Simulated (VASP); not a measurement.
Here is the system:

```
Be
1.0
    2.26684     0.00000     0.00000
   -1.13342     1.96314     0.00000
    0.00000     0.00000     3.55771
Be
2
Direct
  0.66667   0.33333   0.75000
  0.33333   0.66667   0.25000
```

All values below come from PBE GGA, VASP's PBE PAW potentials (set 64) (plane waves; VASP). Numerical set-up: 480 eV cut-off, 17×17×9 Γ-centred mesh, first-order Methfessel-Paxton smearing of 0.10 eV, potentials Be.

Q: Predict the energy per atom (σ→0), band gap (on the k-mesh) with the smallest direct gap where there is one.

A: 
| Property | Value |
|---|---|
| band gap (on the k-mesh) | none (metal, semimetal or under 0.01 eV) |
| energy per atom (σ→0) | -3.765 eV/atom |

The absolute energy has meaning only against runs of the same code, potentials and settings.

The compound is Be in the hcp structure. It was relaxed first. The start is the result of an earlier pass.
